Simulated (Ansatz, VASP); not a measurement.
# Al (Al(331)) in two plane-wave programs, part 2 of 2

One calculation is typed for both programs; each brings its own data sets. How far apart do they land? Of the first pair: The structure shown is the start of the Ansatz relaxation below; VASP solves that cell, so the two are compared at the walk's first step.

VASP 6.6.1 and Ansatz 0.2.0.

So far: Starting point; Ansatz: relaxation, PBE.

### Step 3. VASP: single point, PBE, start cell, pair 1

Level of this step: PBE; plane waves and PAW (Al) (VASP).

The same cell, functional, mesh and smearing now go to VASP, with its own data sets.

Lines of VASP's logs that name or quote its potential files are left out, and so is its time.

INCAR reads:

```
SYSTEM = Al
PREC = Accurate
ENCUT = 400
EDIFF = 1E-06
NELM = 120
ISMEAR = -1
SIGMA = 0.1
LREAL = .FALSE.
ALGO = Normal
GGA = PE
NBANDS = 25
LORBIT = 11
LWAVE = .FALSE.
LCHARG = .FALSE.
ISIF = 2
LDIPOL = .TRUE.
IDIPOL = 3
DIPOL = 0.5 0.5 0.5
LVHAR = .TRUE.
LASPH = .TRUE.
GGA_COMPAT = .FALSE.
NELMDL = -8
KPAR = 2
```

POSCAR reads:

```
Al
1.0
    2.8637824600      0.0000000000      0.0000000000
   -1.4318912300      6.2414691800      0.0000000000
    0.0000000000      0.0000000000     25.3622034996
Al
10
Direct
    0.0526315985      0.1052631970      0.3351443813
    0.7368419928      0.4736841463      0.3717789742
    0.4210526279      0.8421052557      0.4084135276
    0.1052631970      0.2105263940      0.4450481205
    0.7894735913      0.5789473433      0.4816827134
    0.4736842264      0.9473684528      0.5183173063
    0.1578947154      0.3157894308      0.5549518598
    0.8421051898      0.6842105403      0.5915864527
    0.5263156789      0.0526315184      0.6282210456
    0.2105263139      0.4210526279      0.6648555990
```

KPOINTS reads:

```
Automatic mesh
0
Gamma
10 5 1
0 0 0
```

The projector-augmented-wave data sets are Al (PBE family, release 64).

Launch:

```console
$ mpirun -np 2 vasp_std
```

Numbers of over 12 decimals in the logs are rounded to 6 here.

What it wrote:

```text
[banner, memory and clock lines left out]
running    2 mpi-ranks, on    1 nodes
 distrk:  each k-point on    1 cores,    2 groups
 distr:  one band on    1 cores,    1 groups

 POSCAR found type information on POSCAR Al
 POSCAR found :  1 types and      10 ions
 LDA part: xc-table for (Slater+PW92), standard interpolation
|                                                                             |
|           W    W    AA    RRRRR   N    N  II  N    N   GGGG   !!!           |
|           W    W   A  A   R    R  NN   N  II  NN   N  G    G  !!!           |
|           W    W  A    A  R    R  N N  N  II  N N  N  G       !!!           |
|           W WW W  AAAAAA  RRRRR   N  N N  II  N  N N  G  GGG   !            |
|           WW  WW  A    A  R   R   N   NN  II  N   NN  G    G                |
|           W    W  A    A  R    R  N    N  II  N    N   GGGG   !!!           |
|                                                                             |
|     Your reciprocal lattice and k-lattice belong to different lattice       |
|     classes:                                                                |
|                                                                             |
|        The reciprocal lattice is base centered orthorhombic,                |
|        whereas your k-lattice is simple monoclinic.                         |
|                                                                             |
|     Results are often still useful ...                                      |
|                                                                             |

 POSCAR, INCAR and KPOINTS ok, starting setup
 FFT: planning ... GRIDC
 FFT: planning ... GRID_SOFT
 FFT: planning ... GRID
 WAVECAR not read
 entering main loop
       N       E                     dE             d eps       ncg     rms          rms(c)
DAV:   1     0.803015737938E+02    0.80302E+02   -0.79118E+03  1100   0.690E+02
DAV:   2    -0.316486627600E+02   -0.11195E+03   -0.10469E+03  1503   0.132E+02
DAV:   3    -0.368059325613E+02   -0.51573E+01   -0.49816E+01  1506   0.282E+01
DAV:   4    -0.370252241553E+02   -0.21929E+00   -0.21899E+00  1847   0.700E+00
DAV:   5    -0.370306286818E+02   -0.54045E-02   -0.54034E-02  1824   0.102E+00
DAV:   6    -0.370308606141E+02   -0.23193E-03   -0.23192E-03  1864   0.185E-01
DAV:   7    -0.370308719844E+02   -0.11370E-04   -0.11370E-04  1832   0.352E-02
DAV:   8    -0.370308728952E+02   -0.91073E-06   -0.91056E-06  1568   0.782E-03    0.459E+00
DAV:   9    -0.356281089441E+02    0.14028E+01   -0.55696E+00  1221   0.812E+00    0.260E+00
DAV:  10    -0.354228967678E+02    0.20521E+00   -0.76014E-01  1340   0.408E+00    0.152E+00
DAV:  11    -0.353331219672E+02    0.89775E-01   -0.29092E-01  1444   0.186E+00    0.398E-01
DAV:  12    -0.353296214471E+02    0.35005E-02   -0.26776E-02  1400   0.678E-01    0.237E-01
DAV:  13    -0.353260723562E+02    0.35491E-02   -0.45218E-03  1503   0.279E-01    0.102E-01
DAV:  14    -0.353256576181E+02    0.41474E-03   -0.12500E-03  1415   0.134E-01    0.510E-02
[...]
DAV:  19    -0.353275374366E+02   -0.19028E-03   -0.18280E-05  1303   0.135E-02    0.283E-03
DAV:  20    -0.353275523294E+02   -0.14893E-04   -0.38457E-06  1163   0.564E-03    0.133E-03
DAV:  21    -0.353275706616E+02   -0.18332E-04   -0.28865E-06  1073   0.405E-03    0.920E-04
DAV:  22    -0.353276030506E+02   -0.32389E-04   -0.26462E-06  1074   0.343E-03    0.528E-04
DAV:  23    -0.353276153233E+02   -0.12273E-04   -0.47908E-07  1044   0.195E-03    0.379E-04
DAV:  24    -0.353276264415E+02   -0.11118E-04   -0.63207E-07   972   0.191E-03    0.281E-04
DAV:  25    -0.353276282114E+02   -0.17699E-05   -0.66451E-08   915   0.966E-04    0.224E-04
DAV:  26    -0.353276290114E+02   -0.80005E-06   -0.58139E-08   819   0.799E-04
   1 F= -.35327629E+02 E0= -.35254280E+02  d E =-.146697E+00
```

From OUTCAR (step 3):

```text
ion  position               nearest neighbor table
   1  0.053  0.105  0.335-   2 2.86   2 2.86   3 2.86   3 2.86   4 2.86
   2  0.737  0.474  0.372-   4 2.86   4 2.86   1 2.86   1 2.86   5 2.86   3 2.86   3 2.86
   3  0.421  0.842  0.408-   1 2.86   1 2.86   2 2.86   2 2.86   5 2.86   4 2.86   4 2.86   5 2.86
                             6 2.86
   4  0.105  0.211  0.445-   2 2.86   2 2.86   5 2.86   7 2.86   5 2.86   1 2.86   3 2.86   3 2.86
                             6 2.86   6 2.86
   5  0.789  0.579  0.482-   4 2.86   7 2.86   4 2.86   7 2.86   2 2.86   8 2.86   6 2.86   3 2.86
                             6 2.86   3 2.86
   6  0.474  0.947  0.518-   7 2.86   7 2.86   8 2.86   9 2.86   8 2.86   5 2.86   5 2.86   4 2.86
                             4 2.86   3 2.86
   7  0.158  0.316  0.555-   6 2.86   6 2.86   5 2.86   4 2.86   5 2.86  10 2.86   8 2.86   9 2.86
                             8 2.86   9 2.86
   8  0.842  0.684  0.592-  10 2.86   6 2.86   9 2.86   9 2.86  10 2.86   6 2.86   5 2.86   7 2.86
                             7 2.86
   9  0.526  0.053  0.628-   6 2.86   8 2.86   8 2.86  10 2.86  10 2.86   7 2.86   7 2.86
  10  0.211  0.421  0.665-   8 2.86   8 2.86   7 2.86   9 2.86   9 2.86

  LATTYP: Found a base centered orthorhombic cell.
 ALAT       =     2.8637824600
 B/A-ratio  =     4.3588989507
 C/A-ratio  =     8.8561906688

 Subroutine GETGRP returns: Found  4 space group operations
 (whereof  2 operations were pure point group operations)

The static configuration has the point symmetry C_1h.
 The point group associated with its full space group is C_2h.

 Found     22 irreducible k-points:

   k-points           NKPTS =     22   k-points in BZ     NKDIM =     22   number of bands    NBANDS=     25

   dimension x,y,z NGX =    20 NGY =   42 NGZ =  168
   dimension x,y,z NGXF=    40 NGYF=   84 NGZF=  336

   ENCUT  =  400.0 eV  29.40 Ry    5.42 a.u.   4.67 10.44 41.36*2*pi/ulx,y,z

   NELECT =      30.0000    total number of electrons

 k-points in reciprocal lattice and weights: Automatic mesh
   0.00000000  0.00000000  0.00000000       0.020
   0.10000000  0.00000000  0.00000000       0.040
   0.20000000  0.00000000  0.00000000       0.080
   0.30000000 -0.00000000  0.00000000       0.040
   0.40000000  0.00000000  0.00000000       0.080
   0.50000000 -0.00000000  0.00000000       0.020
   0.00000000  0.20000000  0.00000000       0.040
   0.10000000  0.20000000  0.00000000       0.040
   0.20000000  0.20000000  0.00000000       0.080
[...]
-0.30000000  0.40000000  0.00000000       0.040
  -0.10000000  0.40000000  0.00000000       0.040

 dipolmoment           0.000000      0.000000      0.000001 electrons x Angstroem

 average (electrostatic) potential at core
       1 -80.3559       2 -80.3085       3 -80.2450       4 -80.2051       5 -80.2188
       6 -80.2188       7 -80.2051       8 -80.2450       9 -80.3085      10 -80.3559

 E-fermi :   0.4387

 k-point     1 :       0.0000    0.0000    0.0000
  band No.  band energies     occupation
    ...
     10      -3.7801      2.00000
     11      -2.9202      2.00000
     12      -1.7089      2.00000
     13      -1.6376      2.00000
     14      -0.6307      1.99995
     15       0.9300      0.01460
     16       0.9962      0.00755
     17       1.6125      0.00002
     18       3.3762      0.00000
     19       3.4612      0.00000
    ...

 k-point     2 :       0.1000    0.0000    0.0000
  band No.  band energies     occupation
    ...
     10      -3.4165      2.00000
     11      -2.7116      2.00000
     12      -1.7479      2.00000
     13      -1.2726      2.00000
     14      -0.4377      1.99969
     15       0.9216      0.01586
     16       1.2829      0.00043
     17       1.8291      0.00000
     18       3.3611      0.00000
     19       3.5560      0.00000
    ...

 k-point     3 :       0.2000    0.0000    0.0000
  band No.  band energies     occupation
    ...
     10      -2.7192      2.00000
     11      -2.0902      2.00000
     12      -1.4521      2.00000
     13      -0.6016      1.99994
     14       0.1270      1.91515
     15       1.1828      0.00117
     16       1.2233      0.00078
     17       1.9639      0.00000
     18       2.0860      0.00000
     19       2.3973      0.00000
    ...

  Total       -4.9802642     -1.7365718     -0.9475001      0.0000000     -0.3714018      0.0000000
  in kB      -17.6014776     -6.1374715     -3.3486981      0.0000000     -1.3126254      0.0000000
  external PRESSURE =      -9.0292158 kB  Pullay stress =       0.0000000 kB

  energy-cutoff  :      400.00
  volume of cell :      453.33
      direct lattice vectors                 reciprocal lattice vectors
     2.863782460  0.000000000  0.000000000     0.349188534  0.080109344  0.000000000
    -1.431891230  6.241469180  0.000000000     0.000000000  0.160218687  0.000000000
     0.000000000  0.000000000 25.362203500     0.000000000  0.000000000  0.039428751

 POSITION                                       TOTAL-FORCE (eV/Angst)
 -----------------------------------------------------------------------------------
      0.00000      0.65700      8.50000         0.000000      0.109578      0.249934
      1.43189      2.95649      9.42913         0.000000      0.021908      0.013845
      0.00000      5.25597     10.35827         0.000000     -0.129745     -0.268964
      0.00000      1.31399     11.28740        -0.000000     -0.022874     -0.024839
      1.43189      3.61348     12.21653         0.000000     -0.021409      0.064863
      0.00000      5.91297     13.14567         0.000000      0.021409     -0.064863
     -0.00000      1.97099     14.07480         0.000000      0.022874      0.024839
      1.43189      4.27048     15.00394        -0.000000      0.129745      0.268964
      1.43189      0.32850     15.93307         0.000000     -0.021908     -0.013845
     -0.00000      2.62799     16.86220         0.000000     -0.109578     -0.249934
 -----------------------------------------------------------------------------------
    total drift:                               -0.000012      0.000020      0.000019

  FREE ENERGIE OF THE ION-ELECTRON SYSTEM (eV)
  ---------------------------------------------------
  free  energy   TOTEN  =       -35.3276290114 eV

  energy  without entropy=      -35.1809319415  energy(sigma->0) =      -35.25428048

 vacuum level on the upper side and lower side of the slab         4.441         4.441

 total charge
# of ion       s       p       d       tot
------------------------------------------
    1        0.478   0.279   0.000   0.757
    2        0.453   0.305   0.000   0.759
    3        0.438   0.324   0.000   0.762
    4        0.431   0.339   0.000   0.771
    5        0.433   0.336   0.000   0.768
    6        0.433   0.336   0.000   0.768
    7        0.431   0.339   0.000   0.771
    8        0.438   0.324   0.000   0.762
    9        0.453   0.305   0.000   0.759
   10        0.478   0.279   0.000   0.757
--------------------------------------------------
tot          4.466   3.167   0.000   7.633

[... 3 further parts left out ...]
```

### Step 4. Side by side

Known differences besides the potentials themselves: the cutoff is 420 eV in Ansatz and 400 eV in VASP. Total energies have different zeros and are not compared.

Forces (eV/Å; atoms numbered as in POSCAR):

| atom | Ansatz x, y, z | VASP x, y, z |
| --- | --- | --- |
| Al1 | -0.002, 0.109, 0.249 | 0.000, 0.110, 0.250 |
| Al2 | -0.002, 0.022, 0.012 | 0.000, 0.022, 0.014 |
| Al3 | 0.001, -0.129, -0.269 | 0.000, -0.130, -0.269 |
| Al4 | -0.002, -0.023, -0.025 | 0.000, -0.023, -0.025 |
| Al5 | 0.006, -0.021, 0.064 | 0.000, -0.021, 0.065 |
| Al6 | -0.006, 0.021, -0.064 | 0.000, 0.021, -0.065 |
| Al7 | 0.002, 0.023, 0.025 | 0.000, 0.023, 0.025 |
| Al8 | -0.001, 0.129, 0.269 | 0.000, 0.130, 0.269 |
| Al9 | 0.002, -0.022, -0.012 | 0.000, -0.022, -0.014 |
| Al10 | 0.002, -0.109, -0.249 | 0.000, -0.110, -0.250 |

The forces differ by 1.9 meV/Å r.m.s., which is 1.8 % of the r.m.s. force of 0.106 eV/Å (both taken over all components). With vacuum in the cell, a pressure given here is an average over mostly empty space and none of the material.

### Step 5. Ansatz: single point, PBE, pair 2

With cell and atoms fixed, the geometry can't cause a difference; cores, projectors, grids and the points listed under the comparison can.

The cell is taken from a series of runs on this material, whose earlier steps may have relaxed, scaled, displaced or heated it; both programs get it as it stands.

input.yaml reads:

```yaml
crystal:
  lattice:
    - [2.86378246, 0.0, 0.0]
    - [-1.43189123, 6.24146918, 0.0]
    - [0.0, 0.0, 25.3622034996]
  atoms:
    - { symbol: Al, position: [0.05263158, 0.10526316, 0.3351443813] }
    - { symbol: Al, position: [0.736842105, 0.47368421, 0.3717789632] }
    - { symbol: Al, position: [0.42105263, 0.84210526, 0.4084135452] }
    - { symbol: Al, position: [0.1053890656, 0.2107349005, 0.4445394117] }
    - { symbol: Al, position: [0.7920692484, 0.5807036616, 0.4830027485] }
    - { symbol: Al, position: [0.4738909348, 0.9478266418, 0.5177442602] }
    - { symbol: Al, position: [0.1612627014, 0.3191063316, 0.5541071184] }
    - { symbol: Al, position: [0.846600667, 0.6901468269, 0.5955908511] }
    - { symbol: Al, position: [0.5283537488, 0.052044102, 0.6269401373] }
    - { symbol: Al, position: [0.2066893053, 0.4084711291, 0.6616087294] }
kpoints:
  mp_grid: { grid: [22, 10, 1] }
hamiltonian:
  xc: pbe
scf:
  occupations: { method: fermi_dirac, width: 0.05 }
  convergence: { dr2_threshold: 1.0e-09 }
  n_extra_bands: 22
efield:
  axis: 3
  dipole_correction: true
  ramp_position: 0.97
  ramp_width: 0.06
output:
  band_densities:
    - { e_range: [-0.3, 0] }
    - { e_range: [-1.0, 0] }
    - { e_range: [-2.0, 0] }
    - { e_range: [0, 0.3] }
    - { e_range: [0, 1.0] }
    - { e_range: [0, 2.0] }
    - { e_range: [-2.0, -1.8] }
    - { e_range: [-1.8, -1.6] }
    - { e_range: [-1.6, -1.4] }
    - { e_range: [-1.4, -1.2] }
    - { e_range: [-1.2, -1.0] }
    - { e_range: [-1.0, -0.8] }
    - { e_range: [-0.8, -0.6] }
    - { e_range: [-0.6, -0.4] }
    - { e_range: [-0.4, -0.2] }
    - { e_range: [-0.2, 0.0] }
    - { e_range: [0.0, 0.2] }
    - { e_range: [0.2, 0.4] }
    - { e_range: [0.4, 0.6] }
    - { e_range: [0.6, 0.8] }
    - { e_range: [0.8, 1.0] }
    - { e_range: [1.0, 1.2] }
    - { e_range: [1.2, 1.4] }
    - { e_range: [1.4, 1.6] }
    - { e_range: [1.6, 1.8] }
    - { e_range: [1.8, 2.0] }
  band_residual_tolerance: 0.0001
  dos: { projected: true, e_range: [-5, 4] }
  write_potential: true
  write_density: true
  volumetric_format: npy
```

Launch:

```console
$ ansatz run input.yaml --threads 2 --pin off --max-ram 3072MiB --backend cpu --events-out ev --progress --plain --runs-dir out
```

What it wrote:

```text
[...]
Crystal: 10 atoms, lattice volume = 453.329 Å³
Basis set: ecut = 420 eV, 8849 PW (Γ)
Bands: 37, of which v1, the nominal top of the filled ones, is band 15 counted from 1 (14 counted from 0)
Symmetry: 1 space group operations
[...]
k-points: 112 of 220 (time reversal used)
[...]
e_range: [1.2, 1.4]                           0.881818             3.3e-5           0
  e_range: [1.4, 1.6]                           0.909091             3.5e-5           0
  e_range: [1.6, 1.8]                           0.927273             3.4e-5           0
  e_range: [1.8, 2]                             1.000000             3.4e-5           0
[key lines of the parts left out:]
SCF converged after 7 iterations
Free energy (F): -5372.846777 eV
Fermi energy:    0.410365 eV
Dipole field:    D = 0.000731 V/Å  (p = 0.001831 e·Å, saw-weighted, corrected)
Work function:   Φ+ = 3.9890 eV   Φ− = 4.0076 eV
```

### Step 6. VASP: single point, PBE, pair 2

The same cell, functional, mesh and smearing now go to VASP, with its own data sets.

INCAR: that of step 3 with these lines changed.

```diff
@@ -6,3 +6,3 @@
 ISMEAR = -1
-SIGMA = 0.1
+SIGMA = 0.05
 LREAL = .FALSE.
```

POSCAR reads:

```
Al
1.0
    2.8637824600      0.0000000000      0.0000000000
   -1.4318912300      6.2414691800      0.0000000000
    0.0000000000      0.0000000000     25.3622034996
Al
10
Direct
    0.0526315800      0.1052631600      0.3351443813
    0.7368421050      0.4736842100      0.3717789632
    0.4210526300      0.8421052600      0.4084135452
    0.1053890656      0.2107349005      0.4445394117
    0.7920692484      0.5807036616      0.4830027485
    0.4738909348      0.9478266418      0.5177442602
    0.1612627014      0.3191063316      0.5541071184
    0.8466006670      0.6901468269      0.5955908511
    0.5283537488      0.0520441020      0.6269401373
    0.2066893053      0.4084711291      0.6616087294
```

KPOINTS reads:

```
Automatic mesh
0
Gamma
22 10 1
0 0 0
```

Launch:

```console
$ mpirun -np 2 vasp_std
```

What it wrote:

```text
[banner, memory and clock lines left out]
running    2 mpi-ranks, on    1 nodes
[...]
LDA part: xc-table for (Slater+PW92), standard interpolation
 [... a notice as in an earlier step ...]

 POSCAR, INCAR and KPOINTS ok, starting setup
[...]
entering main loop
       N       E                     dE             d eps       ncg     rms          rms(c)
DAV:   1     0.810748294956E+02    0.81075E+02   -0.79450E+03  5616   0.691E+02
DAV:   2    -0.314224485025E+02   -0.11250E+03   -0.10510E+03  7727   0.132E+02
DAV:   3    -0.367269592767E+02   -0.53045E+01   -0.51191E+01  7482   0.285E+01
DAV:   4    -0.369578994404E+02   -0.23094E+00   -0.23052E+00  9541   0.717E+00
[...]
DAV:  27    -0.352799678110E+02   -0.22906E-05   -0.64029E-08  4605   0.980E-04    0.301E-04
DAV:  28    -0.352799696895E+02   -0.18785E-05   -0.10018E-07  4251   0.905E-04    0.216E-04
DAV:  29    -0.352799698915E+02   -0.20203E-06   -0.18607E-08  4239   0.554E-04
   1 F= -.35279970E+02 E0= -.35263219E+02  d E =-.335019E-01
```

From OUTCAR (step 6):

```text
  Total       -3.3825477     -2.3018517     -0.9435082     -0.2234727     -0.1033166     -0.0194670
  in kB      -11.9547548     -8.1353096     -3.3345898     -0.7898075     -0.3651462     -0.0688010
  external PRESSURE =      -7.8082181 kB  Pullay stress =       0.0000000 kB

 POSITION                                       TOTAL-FORCE (eV/Angst)
 -----------------------------------------------------------------------------------
      0.00000      0.65700      8.50000         0.000608      0.101012      0.213025
      1.43189      2.95649      9.42913         0.000305      0.036815      0.078870
      0.00000      5.25597     10.35827         0.002661     -0.138021     -0.239202
      0.00006      1.31530     11.27450         0.000768     -0.024789      0.048627
      1.43681      3.62444     12.25001        -0.007041     -0.026179      0.033998
     -0.00006      5.91583     13.13114         0.006933      0.021124     -0.031422
      0.00490      1.99169     14.05338        -0.000898      0.028932     -0.045260
      1.43626      4.30753     15.10550         0.001019     -0.017507     -0.031346
      1.43857      0.32483     15.90058        -0.002114      0.013648     -0.024016
      0.00703      2.54946     16.77986        -0.002241      0.004964     -0.003275
 -----------------------------------------------------------------------------------
    total drift:                                0.000001      0.000054      0.000006

  FREE ENERGIE OF THE ION-ELECTRON SYSTEM (eV)
  ---------------------------------------------------
  free  energy   TOTEN  =       -35.2799698915 eV

  energy  without entropy=      -35.2464679452  energy(sigma->0) =      -35.26321892

[... 1 part as in an earlier step ...]

[... 2 further parts left out ...]
[key lines of the parts left out:]
E-fermi :   0.4307
```

### Step 7. Differences

Compared:

| quantity | Ansatz | VASP | difference |
| --- | --- | --- | --- |
| work function, lower of the two faces (eV) | 3.99 | 3.99 | 0.00 |
| work function, higher of the two faces (eV) | 4.01 | 4.01 | 0.00 |

With vacuum in the cell, a pressure given here is an average over mostly empty space and none of the material.

### Step 8. Results

```json
{
 "r.m.s. force difference (single point, PBE, start cell, pair 1)": "1.9 meV/Å",
 "difference in work function, higher of the two faces (single point, PBE, pair 2)": "-0.0027 eV"
}
```

In words: The r.m.s. force difference is 1.9 meV/Å (single point, PBE, start cell, pair 1), within the 12 meV/Å picked in this series as the mark of a large difference. 1 further run of this series is not shown here. Such differences can come from data sets, numerical settings and the points named under the comparisons, not from the functional's error against experiment.

[Lines on the potential files, build, host, timing and source positions are cut from VASP's logs without a mark.]

[Logs are printed without paths, hosts, clocks, repeated set-up lines and the standing remarks that a program may print on its own settings, such as how far it seeks lower states.]

[Hosts, paths, dates, database ids (printed as entryN), source tags and the programs' standing remarks are cut or masked in the printed files.]
